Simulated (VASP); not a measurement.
The system is Sn2H3Br.

```
CELL_PARAMETERS angstrom
2.04044 1.17805 7.60279
-2.04044 1.17805 7.60279
0.00000 -2.35609 7.60279
ATOMIC_POSITIONS crystal
Sn 0.74597 0.74597 0.74597
Sn 0.25403 0.25403 0.25403
H 0.00000 0.00000 0.00000
H 0.36647 0.36647 0.36647
H 0.63353 0.63353 0.63353
Br 0.50000 0.50000 0.50000
```

The cell was built by a generator and needn't be a form met in nature.

```yaml
Program: VASP 6.6.1
Task: relaxation of cell and atoms
Functional: PBE
Potentials_or_basis: VASP PAW PBE potentials, release 64 (Sn_d, H, Br)
Cutoff: 520 eV
k_mesh: 4 × 4 × 4
Occupations: gaussian, width 0.15 eV
Spin: no spin polarisation
```

At the start: pressure -3.0 GPa; volume 18.28 Å³/atom.

**Question.** How do energy, volume and symmetry change on relaxing?

**Answer.** Over 17 steps the energy falls by 292.0 meV/atom and the volume is 17.49 Å³/atom (-4.3 %); space group R-3m (No. 166, to 0.05 Å).

Step by step:
```tsv
step	energy change (eV)	largest force (eV/Å)	pressure (GPa)	volume (Å³)
1	0.0000	2.6875	-3.04	109.65
2	-0.7456	2.4119	-1.55	104.25
3	-0.5978	1.2854	9.13	89.09
4	-1.5110	1.1403	1.71	95.95
5	-1.5608	0.5827	3.73	93.94
6	-1.5620	0.4823	4.04	93.60
7	-1.7201	0.1452	1.77	99.94
8	-1.7317	0.2895	1.59	101.78
9	-1.7149	0.6875	0.29	105.53
10	-1.7320	0.3375	1.22	102.78
11	-1.7313	0.4294	0.93	103.09
12	-1.7412	0.1903	-0.35	105.93
13	-1.7441	0.1558	-0.15	104.96
14	-1.7440	0.1625	-0.19	105.14
15	-1.7441	0.1593	-0.15	105.06
16	-1.7492	0.1130	-0.39	105.02
17	-1.7518	0.0454	-0.28	104.95
```

Final structure:
```
Sn H Br
1.0
     2.02881    1.17133    7.36082
    -2.02881    1.17133    7.36082
     0.00000   -2.34267    7.36082
Sn H Br
2 3 1
Cartesian
  0.0000 0.0000 16.0192
  0.0000 0.0000 6.0632
  0.0000 0.0000 0.0000
  0.0000 0.0000 8.0592
  0.0000 0.0000 14.0232
  0.0000 0.0000 11.0412
```

Caveat: the k mesh is coarse (spacing up to 0.45 Å⁻¹), so the values aren't converged; the relaxation stopped at a loose force limit of 0.08 eV/Å, so its end isn't a converged minimum.
